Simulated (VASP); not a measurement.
SnSe2:

```xyz
3
Lattice="3.8644 0.0000 0.0000 -1.9322 3.3467 0.0000 0.0000 0.0000 6.2220" Properties=species:S:1:pos:R:3 pbc="T T T"
Sn    0.0000    0.0000    0.0000
Se   -0.0002    2.2312    1.5493
Se    1.9324    1.1154    4.6727
```

* Program: VASP 6.6.1
* Task: relaxation of cell and atoms
* Functional: r2SCAN
* Potentials or basis: VASP PAW PBE potentials, release 64 (Sn_d, Se)
* Cutoff: 600 eV
* k mesh: 5 × 5 × 3
* Occupations: tetrahedron
* Spin: no spin polarisation

At the start: pressure 0.6 GPa; volume 26.82 Å³/atom.

Question: How do energy, volume and symmetry change on relaxing?

Answer: Over 14 steps the energy falls by 3.8 meV/atom and the volume is 27.87 Å³/atom (+3.9 %); space group P-3m1 (No. 164, to 0.05 Å).

The path:
```tsv
step	energy change (eV)	largest force (eV/Å)	pressure (GPa)	volume (Å³)
1	0.0000	0.1037	0.60	80.47
2	-0.0036	0.1328	-0.51	81.63
3	-0.0040	0.0788	-0.26	81.36
4	-0.0059	0.0856	-0.01	81.18
5	-0.0062	0.0889	0.13	81.07
6	-0.0073	0.0710	0.16	81.29
7	-0.0096	0.0155	0.21	81.94
8	-0.0104	0.0949	0.35	83.25
9	-0.0106	0.0660	0.31	82.90
10	-0.0112	0.0269	0.05	83.39
11	-0.0113	0.0050	-0.09	83.67
12	-0.0113	0.0074	-0.07	83.64
13	-0.0114	0.0027	-0.05	83.63
14	-0.0115	0.0070	-0.01	83.61
```

Final structure:
```xyz
3
Lattice="3.8489 0.0000 0.0001 -1.9245 3.3332 -0.0001 0.0001 -0.0001 6.5174" Properties=species:S:1:pos:R:3 pbc="T T T"
Sn    0.0000    0.0000    0.0000
Se    0.0000    2.2222    1.5707
Se    1.9246    1.1110    4.9467
```

Caveat: the PAW data sets were made with another functional, which shifts forces and pressure a little.
